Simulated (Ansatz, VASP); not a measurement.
## Sc4Be in VASP and in Ansatz

```
CELL_PARAMETERS angstrom
4.92392 0.00000 0.00000
0.00000 4.92392 0.00000
0.00000 0.00000 4.92392
ATOMIC_POSITIONS crystal
Sc 0.27771 0.27771 0.27771
Sc 0.72229 0.72229 0.27771
Sc 0.27771 0.72229 0.72229
Sc 0.72229 0.27771 0.72229
Be 0.00000 0.00000 0.00000
```

Change from the starting cell: species swapped into the SnI4 type (P-43m, No. 215).

Alike in both runs: task relaxation of cell and atoms; functional PBE; k mesh 8 × 8 × 8; occupations gaussian, width 0.1 eV; no spin polarisation.

|  | VASP | Ansatz |
| --- | --- | --- |
| version | VASP 6.6.1 | Ansatz 0.2.0 |
| potentials or method | VASP PAW PBE potentials, release 64 (Sc_sv, Be) | scalar-relativistic, plane waves, PAW |
| plane-wave cutoff (eV) | 600 | 420 |
| valence electrons in the cell | 46 | 46 |

```csv
,VASP,Ansatz,Ansatz less VASP
"gap on the k mesh at the Fermi level, each at its own relaxed structure (eV)",none,none,-
relaxed volume (Å³/atom),24.04,24.00,-0.037
relaxed cell length with the largest relative difference (Å),4.935,4.933,-0.0025
```

A gap of «none» marks a metal or a gap that the smearing closes.
